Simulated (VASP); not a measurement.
HPbNO4: atomic charges with PBE

Crystal: HPbNO4.

```
H Pb N O
1.0
     4.27531   -0.00040    0.00636
    -2.08399    5.20775   -0.04907
    -2.12377   -1.86574    4.91491
H Pb N O
1 1 1 4
Direct
  0.99073 0.03330 0.90994
  0.50274 0.81989 0.14287
  0.00838 0.47408 0.50265
  0.99816 0.92741 0.02877
  0.19467 0.73435 0.60852
  0.81673 0.35882 0.24556
  0.01381 0.33121 0.65217
```

The cell was built by a generator and needn't be a form met in nature.

```json
{"Program": "VASP 6.6.1", "Task": "atomic charges", "Functional": "PBE", "Potentials or basis": "VASP PAW PBE potentials, release 64 (H, Pb_d, N, O)", "Cutoff": "520 eV", "k mesh": "8 × 6 × 6", "Occupations": "fermi-dirac, width 0.05 eV", "Spin": "no spin polarisation", "Further INCAR settings": "ALGO = Fast; EDIFF = 1e-07"}
```

The pressure is 0.6 GPa and the largest force is 0.387 eV/Å. The band gap on the k mesh is 2.79 eV, indirect (least direct gap 3.13 eV) and the valence electrons inside the program's atomic spheres are H 0.74; Pb 11.74; N 3.83; O 5.08, 5.06.

Forces in eV/Å, atoms in the order of the input:
```
H    0.000  0.098 -0.073
Pb   0.000 -0.018  0.014
N   -0.002 -0.003 -0.009
O    0.000 -0.079  0.058
O    0.009  0.350  0.156
O   -0.010 -0.037 -0.375
O    0.002 -0.311  0.229
```

Stress tensor (GPa, compression positive):
```
-0.16  0.02  0.03
 0.02  0.99 -0.11
 0.03 -0.11  0.97
```

Levels at points of the mesh, in eV from the valence-band top:
```
           k point  band 20  band 21  band 22  band 23  band 24  band 25
(0.00, 0.00, 0.00)    -2.06    -0.98    -0.42     3.31     4.47     5.20
(0.50, 0.00, 0.00)    -1.14    -0.72     0.00     3.16     4.24     5.43
(0.00, 0.50, 0.00)    -1.51    -0.99    -0.83     3.16     4.06     4.83
(0.50, 0.50, 0.00)    -0.82    -0.46    -0.31     2.88     5.26     5.31
(0.00, 0.00, 0.50)    -1.52    -0.97    -0.84     3.17     3.96     4.96
(0.50, 0.00, 0.50)    -0.80    -0.46    -0.32     2.87     5.28     5.29
(0.00, 0.50, 0.50)    -1.65    -0.91    -0.66     3.08     3.56     5.37
(0.50, 0.50, 0.50)    -1.13    -0.71    -0.03     3.15     4.24     5.45
```

Wall time 3.4 min on 4 MPI ranks on Intel(R) Xeon(R) Platinum 8259CL CPU @ 2.50GHz (Skylake/Cascade Lake), on a shared host, peak memory 0.52 GiB a rank.

Caveat: spin-orbit coupling is left out, which as a rule narrows the gap of such compounds by several tenths of an eV. A k mesh can miss the band edges.
